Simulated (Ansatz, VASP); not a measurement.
**Cross-check of Zr (Zirconium) between VASP and Ansatz**

Wanted: the spread between two codes on one cell, functional and k mesh. Of the first pair: The structure shown is the end of the Ansatz relaxation below.

Main program and level: Ansatz 0.2.0; plane waves, with VASP 6.6.1 beside it; single point at LDA and zone-centre phonons at LDA.

**1. Set-up**

It takes space group P6_3/mmc (No. 194, hexagonal). The conventional cell has a = 3.093 Å, b = 3.093 Å, c = 5.296 Å, α = 90.00°, β = 90.00°, γ = 120.00°. Nearest to Zr lie 12 Zr at 3.09 to 3.19 Å.

**2. Ansatz: relaxation, LDA**

Ansatz runs on its PAW soft_1 files.

This run makes the geometry at which the two programs are then compared.

input.yaml

```yaml
crystal:
  lattice:
    - [3.1059995906, 0.0, 0.0]
    - [-1.5529997953, 2.6898745496, 0.0]
    - [0.0, 0.0, 5.2956631444]
  atoms:
    - { symbol: Zr, position: [0.3333333353, 0.6666666647, 0.25] }
    - { symbol: Zr, position: [0.6666666647, 0.3333333353, 0.75] }
kpoints:
  mp_grid: { grid: [15, 15, 8] }
hamiltonian:
  xc: lda
  pseudopotentials: { kind: paw, azcp: { folder: soft_1 }, xc_functional: pbe }
scf:
  occupations: { method: methfessel_paxton, width: 0.2 }
output:
  forces: true
  stress: true
  eigenvalues: true
relax:
  adjacent_minimum: "off"
  f_tol: 0.001
  max_steps: 60
  cell: { stress_tol: 0.01, fix: [c, angles] }
```

Command:

```sh
> ansatz run input.yaml --threads 4 --pin off --max-ram 10240MiB --backend cpu --events-out ev --progress --plain --runs-dir out
```

Numbers of over 12 decimals in the logs are rounded to 6 here.

What it wrote:

```text
Warning: crystal.symmetry: narrowed to the stabiliser of the fixed cell quantities (relax.cell.fix) — unitary ops 24 → 8. The narrowing is safe, since a smaller group never makes results wrong: the run goes on under it, on as many k-points as the starting group would need, or more. Excluded: 16 operations that would move a fixed cell quantity at a test strain (relax.cell.fix fixes c, alpha, beta, gamma). The cell can leave their symmetry as it relaxes.
Engine: ansatz 0.2.0, aarch64-unknown-linux-gnu
Pseudopotentials: kind: paw
Pseudopotential: Zr, paw, valence charge 12, recommended cutoff 420 eV (normal), soft_1/Zr.paw.azcp
Functional definition: SPW92
  exchange = slater_x
  correlation = pw_c
Crystal: 2 atoms, lattice volume = 44.244 Å³
Basis set: ecut = 420 eV, 881 PW (Γ)
Bands: 16, of which v1, the nominal top of the filled ones, is band 12 counted from 1 (11 counted from 0)
Symmetry: 8 space group operations
k-points: 320 of 1800
Non-local potential: Zr, projectors of the file, l = 0: 3, l = 1: 2, l = 2: 2, l = 3: 1
PAW form: soft (Blöchl's): semilocal exchange-correlation on the pseudo side does not see the compensation charge
PAW frozen core: Zr, regenerated for the run's functional, and the local potential with it (the file was generated under x = pbe(κ = 0.804, μ = 0.219515), c = pbe(β = 0.066725))
PAW one-centre angular grid: Zr, 590 points (default); XC on 64 Gauss nodes
Initial density: superposition of atomic densities (chi_scale 0.1, normalization cell)
Initial wavefunctions: pseudopotential atomic-orbital guess
Functional: x = slater, c = lda
SCF iter   1: F=—  HF=-8155.106342 eV  |F-HF|=—  |Δ(HF+E_count)|=         —  Δρ=2.78e-2  dr2=4.14e-1  ethr=3.10e-3  ⟨swp⟩=5.0  Hψ=21551  notcnv=0
preconditioner: auto → Kerker (q_TF=auto, 2.464 Å⁻¹)  [metal: Δε(μ)=0.000 eV  Ē_g=3.378 eV  σ=0.200 eV  W_gap=0.00  n_scr=10 (ndim 8)  ℏωp=15.8 eV  f_vac=0.000  D(μ)=2.02/eV (n_scr^D=22)]
SCF iter   2: F=—  HF=-8154.994517 eV  |F-HF|=—  |Δ(HF+E_count)|=   1.12e-1  S|Δr|=    0.00e0  Δρ=1.64e-2  dr2=1.38e-1  ethr=1.73e-3  ⟨swp⟩=1.5  Hψ=7963  notcnv=0
SCF iter   3: F=—  HF=-8154.945813 eV  |F-HF|=—  |Δ(HF+E_count)|=   4.87e-2  S|Δr|=    0.00e0  Δρ=1.79e-3  dr2=8.86e-4  ethr=5.77e-4  ⟨swp⟩=3.0  Hψ=10129  notcnv=0
SCF iter   4: F=—  HF=-8154.945818 eV  |F-HF|=—  |Δ(HF+E_count)|=   5.74e-6  S|Δr|=    0.00e0  Δρ=2.79e-4  dr2=2.04e-5  ethr=3.69e-6  ⟨swp⟩=2.1  Hψ=8922  notcnv=0
SCF iter   5: F=—  HF=-8154.945820 eV  |F-HF|=—  |Δ(HF+E_count)|=   1.17e-6  S|Δr|=    0.00e0  Δρ=3.25e-5  dr2=2.32e-7  ethr=8.50e-8  ⟨swp⟩=1.7  Hψ=5966  notcnv=0
SCF iter   6: F=-8154.945820 eV  HF=-8154.945820 eV  |F-HF|=4.31e-10  |Δ(HF+E_count)|=   7.60e-8  S|Δr|=    0.00e0  Δρ=4.52e-6  dr2=5.09e-9  ethr=4.17e-10  ⟨swp⟩=4.9  Hψ=22318  notcnv=0
SCF 1 converged in 6 iterations: F = -8154.945820 eV  dr2 = 5.09e-9
  greatest PAW one-centre occupation: 0.994 electrons in one spin orbital (limit 2), on the Zr atom at site 1 (counted from 0), in its partial waves of l = 0
relax step   1: F+E_penalty+E_count = -8154.94581965 eV  Δ(F+E_penalty+E_count) = +0.000e0 eV  max|allowed force component| = 8.426e-8 eV/Å  Δτ_max = 0.0000 Å  P = -2.029 GPa  Ω = 44.244 Å³  fix = [c, alpha, beta, gamma]  reactions: c -4.485 GPa; gamma -0.000 GPa/rad  (6 SCF iters, dr2 threshold 1.00e-7 eV, accepted)
[...]
relax step   2: F+E_penalty+E_count = -8154.94643541 eV  Δ(F+E_penalty+E_count) = -6.158e-4 eV  max|allowed force component| = 4.265e-8 eV/Å  Δτ_max = 0.0000 Å  P = -0.833 GPa  Ω = 43.679 Å³  energy of the carried Pulay correction = +2.453e-5 eV  fix = [c, alpha, beta, gamma]  reactions: c -3.450 GPa; gamma -0.000 GPa/rad  (4 SCF iters, dr2 threshold 2.00e-7 eV, accepted)
[...]
relax step   3: F+E_penalty+E_count = -8154.94673335 eV  Δ(F+E_penalty+E_count) = -2.979e-4 eV  max|allowed force component| = 2.613e-8 eV/Å  Δτ_max = 0.0000 Å  P = -1.283 GPa  Ω = 43.888 Å³  energy of the carried Pulay correction = +1.542e-5 eV  fix = [c, alpha, beta, gamma]  reactions: c -3.842 GPa; gamma -0.000 GPa/rad  (3 SCF iters, dr2 threshold 2.00e-7 eV, accepted)
[...]
relax step   4: F+E_penalty+E_count = -8154.94671843 eV  Δ(F+E_penalty+E_count) = +1.492e-5 eV  max|allowed force component| = 2.972e-8 eV/Å  Δτ_max = 0.0000 Å  P = -1.283 GPa  Ω = 43.888 Å³  fix = [c, alpha, beta, gamma]  reactions: c -3.842 GPa; gamma -0.000 GPa/rad  stress off target by 3.63e-3 GPa on what of the cell is left free  SCF on the basis re-selected at this cell (its energy is not comparable with the rows above)  (5 SCF iters)
basis re-selected at this cell: Δ(F+E_penalty+E_count) = +1.492e-5 eV, ΔP = -0.001 GPa vs the last step (what re-selecting the basis moved, of the pressure what is left beyond the Pulay correction that the steps carried, after the strain that the cell walked since its last selection, with what the two solves' SCF thresholds leave and, on support functions, any second-order correction that the steps lacked; it is no m [...]
SCF converged after 5 iterations
Stability not checked: this state was not tested for a lower state beside it, because cold or Methfessel-Paxton smearing, or corrected tetrahedra, fill the levels in a way that the test cannot read (fill_not_monotonic; see scf.lower_state_search)
Free energy (F): -8154.946718 eV
Harris-Foulkes:  -8154.946718 eV  (|F-HF|=0.00e0)
Internal energy: -8154.949627 eV  (E = F + TS)
E sigma→0 (E₀):  -8154.947446 eV
Entropy (-TS):   0.002909 eV (1.454 meV/atom)
Fermi energy:    14.652997 eV
--- Per-component energies (eV) ---
  E_band       = -174.055692
  E_kinetic    = 634.834460
  E_local      = -1163.756715  (includes V_loc(G=0)·N_el)
  E_nonlocal   = 159.336520
  E_hartree    = 377.981336
  E_xc         = -307.637510
  E_vxc        = -365.643344  (∫ρ·V_xc dr)
  E_paw        = -5718.003677  (= ΣΔE_a)
  E_vpaw       = -194.789241  (= ΣTr[D̂ρ^β])
  E_aug_tail   = -0.000048  (compensation charges beyond the density's cutoff)
  E_ewald      = -2138.444794
  E_core_change = 0.740800  (= ΣΔE_core)
  E_smearing   = 0.002909  (= −TS)
  E_closure    = -0.000000  (closes the sum)
  Σ components = -8154.946718   (vs F -8154.946718, Δ=0.00e0)
--- Forces (eV/Å), atoms counted from 1 ---
  atom   1  Zr    -0.00000003     0.00000002     0.00000000
  atom   2  Zr     0.00000003    -0.00000002     0.00000000
  max |Σ_I F_I| component: 1.39e-17 eV/Å
--- Stress (GPa, compression-positive) ---
       -0.003632       0.000001       0.000000
        0.000001      -0.003631      -0.000000
        0.000000      -0.000000      -3.841965
  P = ⅓ Tr σ = -1.2831 GPa (-12.831 kbar)
--- Band table (eV; the first three rows and the last of 320) ---
  k-point 0: bands = [... 8 lower, 8.9449, 11.4572, 15.0527, 15.5965, 15.6479, 15.6479, 16.2273, 16.2273]
  k-point 1: bands = [... 8 lower, 9.0716, 11.4406, 14.9750, 15.3732, 15.6179, 15.6179, 16.1613, 16.1613]
  k-point 2: bands = [... 8 lower, 9.4329, 11.3476, 14.7735, 14.8884, 15.5721, 15.5721, 15.9983, 15.9983]
  k-point 319: bands = [... 8 lower, 11.6226, 11.6226, 13.3012, 13.3012, 16.6241, 16.6241, 17.2736, 17.2736]
--- Relaxed structure (3 steps of the walk, 3 accepted, 1 SCFs on fresh bases) ---
  F+E_penalty+E_count = -8154.94671843 eV   max|allowed force component| = 2.972e-8 eV/Å   (the final SCF, on the basis selected at the relaxed cell)
  cell:  # Å, volume = 43.8878 Å³
    - [3.093474, -2.2561267823293325e-18, 0.0]
    - [-1.546737, 2.679027, 0.0]
    - [0.0, 0.0, 5.2956631444]
  atoms:
    - { symbol: Zr, position: [0.333333, 0.666667, 0.25] }
    - { symbol: Zr, position: [0.666667, 0.333333, 0.750000] }
```

**3. VASP: single point, LDA**

The same cell, functional (in two slightly different forms), mesh and smearing now go to VASP, with its own data sets.

Lines of VASP's logs that name or quote its potential files are left out, and so is its time.

INCAR

```
SYSTEM = Zr
PREC = Accurate
ENCUT = 500
EDIFF = 1E-06
NELM = 120
ISMEAR = 1
SIGMA = 0.2
LREAL = .FALSE.
ALGO = Normal
GGA = PW92
NBANDS = 18
LASPH = .TRUE.
LORBIT = 11
LWAVE = .FALSE.
LCHARG = .FALSE.
ISIF = 2
GGA_COMPAT = .FALSE.
KPAR = 2
```

POSCAR

```
Zr
1.0
    3.0934741074      0.0000000000      0.0000000000
   -1.5467370537      2.6790271630      0.0000000000
    0.0000000000      0.0000000000      5.2956631444
Zr
2
Direct
    0.3333333118      0.6666666452      0.2500000000
    0.6666666452      0.3333333118      0.7500000000
```

KPOINTS

```
Automatic mesh
0
Gamma
15 15 8
0 0 0
```

Potentials, in the order of the species: Zr_sv (LDA family, release 64).

Command:

```sh
> mpirun -np 2 vasp_std
```

What it wrote:

```text
[banner, memory and clock lines left out]
running    2 mpi-ranks, on    1 nodes
 distrk:  each k-point on    1 cores,    2 groups
 distr:  one band on    1 cores,    1 groups

 POSCAR found type information on POSCAR Zr
 POSCAR found :  1 types and       2 ions
|                                                                             |
|               ----> ADVICE to this user running VASP <----                  |
|                                                                             |
|     You enforced a specific xc type in the INCAR file but a different       |
|     [... a line on the potential file left out ...]
|     I HOPE YOU KNOW WHAT YOU ARE DOING!                                     |
|                                                                             |

 LDA part: xc-table for (Slater(with rela. corr.)+PW92), standard interpolation
 POSCAR, INCAR and KPOINTS ok, starting setup
 FFT: planning ... GRIDC
 FFT: planning ... GRID_SOFT
 FFT: planning ... GRID
 WAVECAR not read
 entering main loop
       N       E                     dE             d eps       ncg     rms          rms(c)
DAV:   1     0.209531951424E+03    0.20953E+03   -0.13265E+04  4860   0.130E+03
DAV:   2    -0.363043242333E+01   -0.21316E+03   -0.20967E+03  5698   0.380E+02
DAV:   3    -0.188711295707E+02   -0.15241E+02   -0.15091E+02  8826   0.732E+01
DAV:   4    -0.192054238374E+02   -0.33429E+00   -0.33393E+00  5710   0.115E+01
DAV:   5    -0.192150542021E+02   -0.96304E-02   -0.96262E-02  7190   0.136E+00    0.161E+01
DAV:   6    -0.186467417542E+02    0.56831E+00   -0.85632E-01  5224   0.722E+00    0.661E+00
DAV:   7    -0.185385345923E+02    0.10821E+00   -0.55726E-01  7118   0.493E+00    0.106E+00
DAV:   8    -0.185415889861E+02   -0.30544E-02   -0.31921E-02  6392   0.145E+00    0.264E-01
DAV:   9    -0.185418567296E+02   -0.26774E-03   -0.11627E-03  6040   0.324E-01    0.323E-02
DAV:  10    -0.185418423809E+02    0.14349E-04   -0.40066E-05  6904   0.406E-02    0.238E-02
DAV:  11    -0.185418433232E+02   -0.94231E-06   -0.68401E-06  5286   0.307E-02
   1 F= -.18541843E+02 E0= -.18542805E+02  d E =0.288358E-02
```

OUTCAR, selected parts (step 3):

```text
ion  position               nearest neighbor table
   1  0.333  0.667  0.250-   2 3.19   2 3.19   2 3.19   2 3.19   2 3.19   2 3.19
   2  0.667  0.333  0.750-   1 3.19   1 3.19   1 3.19   1 3.19   1 3.19   1 3.19

  LATTYP: Found a hexagonal cell.
 ALAT       =     3.0934741074
 C/A-ratio  =     1.7118821624

 Subroutine GETGRP returns: Found 24 space group operations
 (whereof 12 operations were pure point group operations)

The static configuration has the point symmetry D_3d.
 The point group associated with its full space group is D_6h.

 Found    135 irreducible k-points:

   k-points           NKPTS =    135   k-points in BZ     NKDIM =    135   number of bands    NBANDS=     18

   dimension x,y,z NGX =    24 NGY =   24 NGZ =   40
   dimension x,y,z NGXF=    48 NGYF=   48 NGZF=   80

   ENCUT  =  500.0 eV  36.75 Ry    6.06 a.u.   5.64  5.64  9.66*2*pi/ulx,y,z

   NELECT =      24.0000    total number of electrons

 k-points in reciprocal lattice and weights: Automatic mesh
   0.00000000  0.00000000  0.00000000       0.001
   0.06666667  0.00000000  0.00000000       0.003
   0.13333333  0.00000000  0.00000000       0.003
   0.20000000  0.00000000  0.00000000       0.003
   0.26666667  0.00000000  0.00000000       0.003
   0.33333333  0.00000000  0.00000000       0.003
   0.40000000 -0.00000000  0.00000000       0.003
   0.46666667  0.00000000  0.00000000       0.003
   0.06666667  0.06666667  0.00000000       0.003
[...]
0.33333333  0.26666667  0.50000000       0.007
   0.33333333  0.33333333  0.50000000       0.001

 average (electrostatic) potential at core
       1 -73.6169       2 -73.6169

 E-fermi :   9.4388

 k-point     1 :       0.0000    0.0000    0.0000
  band No.  band energies     occupation
    ...
      6     -16.6021      2.00000
      7     -16.4857      2.00000
      8     -16.4857      2.00000
      9       3.7511      2.00000
     10       6.2495      2.00000
     11       9.8344     -0.01715
     12      10.3964     -0.00000
     13      10.4297     -0.00000
     14      10.4297     -0.00000
     15      11.0084     -0.00000
    ...

 k-point     2 :       0.0667    0.0000    0.0000
  band No.  band energies     occupation
    ...
      6     -16.6083      2.00000
      7     -16.5337      2.00000
      8     -16.4932      2.00000
      9       3.8931      2.00000
     10       6.3915      2.00000
     11       9.7678     -0.04201
     12      10.1538     -0.00001
     13      10.4171     -0.00000
     14      10.5638     -0.00000
     15      10.8712     -0.00000
    ...

 k-point     3 :       0.1333    0.0000    0.0000
  band No.  band energies     occupation
    ...
      7     -16.6200      2.00000
      8     -16.5152      2.00000
      9       4.2979      2.00000
     10       6.7766      2.00000
     11       9.4755      0.69562
     12       9.5693      0.11565
     13      10.3935     -0.00000
     14      10.7191     -0.00000
     15      10.9602     -0.00000
     16      11.5177     -0.00000
    ...

  Total       -0.0142986     -0.0142986     -1.0369988      0.0000000      0.0000000      0.0000000
  in kB       -0.5219869     -0.5219869    -37.8568859      0.0000000      0.0000000      0.0000000
  external PRESSURE =     -12.9669533 kB  Pullay stress =       0.0000000 kB

  energy-cutoff  :      500.00
  volume of cell :       43.89
      direct lattice vectors                 reciprocal lattice vectors
     3.093474107  0.000000000  0.000000000     0.323261151  0.186634912  0.000000000
    -1.546737054  2.679027163  0.000000000     0.000000000  0.373269825  0.000000000
     0.000000000  0.000000000  5.295663144     0.000000000  0.000000000  0.188833763

 POSITION                                       TOTAL-FORCE (eV/Angst)
 -----------------------------------------------------------------------------------
     -0.00000      1.78602      1.32392         0.000000     -0.000000     -0.000000
      1.54674      0.89301      3.97175        -0.000000      0.000000      0.000000
 -----------------------------------------------------------------------------------
    total drift:                                0.000116      0.000201     -0.000000

  FREE ENERGIE OF THE ION-ELECTRON SYSTEM (eV)
  ---------------------------------------------------
  free  energy   TOTEN  =       -18.5418433232 eV

  energy  without entropy=      -18.5447269028  energy(sigma->0) =      -18.54280452

 total charge
# of ion       s       p       d       tot
------------------------------------------
    1        2.246   5.954   1.732   9.932
    2        2.246   5.954   1.732   9.932
--------------------------------------------------
tot          4.492  11.908   3.464  19.864

[... 3 further parts left out ...]
```

The run ends at a pressure of -1.30 GPa.

**4. Side by side**

Known differences besides the potentials themselves: the cutoff is 420 eV in Ansatz and 500 eV in VASP; VASP's log shows a relativistic correction to its local exchange, Ansatz's none; Ansatz's pressure holds a Pulay correction, VASP's none. Total energies have different zeros and are not compared.

Both answers:

```tsv
quantity	Ansatz	VASP	difference
pressure (GPa)	-1.28	-1.30	+0.01
```

**5. VASP: zone-centre phonons, LDA, pair 2**

Second derivatives magnify differences that forces hide, and they need a tight electronic threshold. The cell compared in this pair holds 41.97 Å³, against 43.89 Å³ for the pair before.

Changes to INCAR since step 3:

```diff
@@ -3,3 +3,3 @@
 ENCUT = 500
-EDIFF = 1E-06
+EDIFF = 1E-08
 NELM = 120
@@ -16,2 +16,3 @@
 ISIF = 2
+IBRION = 8
 GGA_COMPAT = .FALSE.
```

POSCAR

```
Zr
1.0
    3.0173018426      0.0000000000      0.0000000000
   -1.5086509213      2.6130600465      0.0000000000
    0.0000000000      0.0000000000      5.3231354876
Zr
2
Direct
    0.3333333334      0.6666666668      0.2500000000
    0.6666666668      0.3333333334      0.7500000000
```

KPOINTS is that of step 3.

Command:

```sh
> mpirun -np 2 vasp_std
```

What it wrote:

```text
[banner, memory and clock lines left out]
running    2 mpi-ranks, on    1 nodes
[...]
[... a notice as in an earlier step ...]

 LDA part: xc-table for (Slater(with rela. corr.)+PW92), standard interpolation
 POSCAR, INCAR and KPOINTS ok, starting setup
[...]
entering main loop
       N       E                     dE             d eps       ncg     rms          rms(c)
DAV:   1     0.212382766870E+03    0.21238E+03   -0.13239E+04  4860   0.130E+03
DAV:   2    -0.335169977166E+01   -0.21573E+03   -0.21215E+03  5652   0.383E+02
DAV:   3    -0.187596563384E+02   -0.15408E+02   -0.15264E+02  8814   0.745E+01
DAV:   4    -0.190925471034E+02   -0.33289E+00   -0.33240E+00  5598   0.115E+01
[...]
DAV:  11    -0.185085244444E+02   -0.17003E-06   -0.62400E-06  5690   0.284E-02    0.223E-03
DAV:  12    -0.185085242010E+02    0.24332E-06   -0.28413E-07  6740   0.352E-03    0.189E-03
DAV:  13    -0.185085242097E+02   -0.86843E-08   -0.29346E-08  4316   0.163E-03
   1 F= -.18508524E+02 E0= -.18508933E+02  d E =0.122551E-02
[...]
RMM:  14    -0.589315309386E+00   -0.57722E-07   -0.45838E-07 52683   0.106E-03    0.784E-06
RMM:  15    -0.589315027302E+00    0.28208E-06   -0.27628E-07 52301   0.870E-04    0.509E-06
RMM:  16    -0.589315030371E+00   -0.30683E-08   -0.69242E-08 53384   0.739E-04    0.540E-06
 first order change of Fermi-energy   0.15475E-04
 force on displaced ion       1 direction 1 :  -0.383   0.001   0.000
 Linear response progress:
  Degree of freedom:   2/  2
       N       E                     dE             d eps       ncg     rms          rms(c)
RMM:   1    -0.799598754167E+00   -0.79960E+00    0.29755E+00  7643   0.135E+01
RMM:   2    -0.753199369829E+00    0.46399E-01   -0.27794E-01 11090   0.276E+00    0.249E-01
RMM:   3    -0.757038147265E+00   -0.38388E-02   -0.47280E-02 13415   0.957E-01    0.825E-02
RMM:   4    -0.759613341364E+00   -0.25752E-02   -0.55468E-03 15139   0.345E-01    0.282E-02
[...]
RMM:  18    -0.759777966386E+00    0.10342E-06    0.29240E-06 17099   0.563E-04    0.476E-05
RMM:  19    -0.759777608928E+00    0.35746E-06    0.56672E-06 17476   0.497E-04    0.421E-05
RMM:  20    -0.759777691474E+00   -0.82546E-07    0.54770E-06 16835   0.455E-04    0.490E-05
 first order change of Fermi-energy  -0.95603E-04
 force on displaced ion       1 direction 3 :  -0.000  -0.000  -6.074
 Linear response finished
```

OUTCAR, selected parts (step 5):

```text
  Total        1.2175956      1.2175956      0.0104960      0.0000000     -0.0000000      0.0000000
  in kB       46.4812712     46.4812712      0.4006806      0.0000000     -0.0000000      0.0000000
  external PRESSURE =      31.1210743 kB  Pullay stress =       0.0000000 kB

 POSITION                                       TOTAL-FORCE (eV/Angst)
 -----------------------------------------------------------------------------------
      0.00000      1.74204      1.33078        -0.000000      0.000000      0.000000
      1.50865      0.87102      3.99235         0.000000     -0.000000      0.000000
 -----------------------------------------------------------------------------------
    total drift:                               -0.000000     -0.000000      0.000000

[... 1 part as in an earlier step ...]

[... 1 further part left out ...]
```

Energies printed during the response cycles are not total energies of the cell.

(Continued in part 2 of 2.)

[Lines on the potential files, build, host, timing and source positions are cut from VASP's logs without a mark.]

[Logs are printed without paths, hosts, clocks, repeated set-up lines and the standing remarks that a program may print on its own settings, such as how far it seeks lower states.]

[Hosts, paths, dates, database ids (printed as entryN), source tags and the programs' standing remarks are cut or masked in the printed files.]
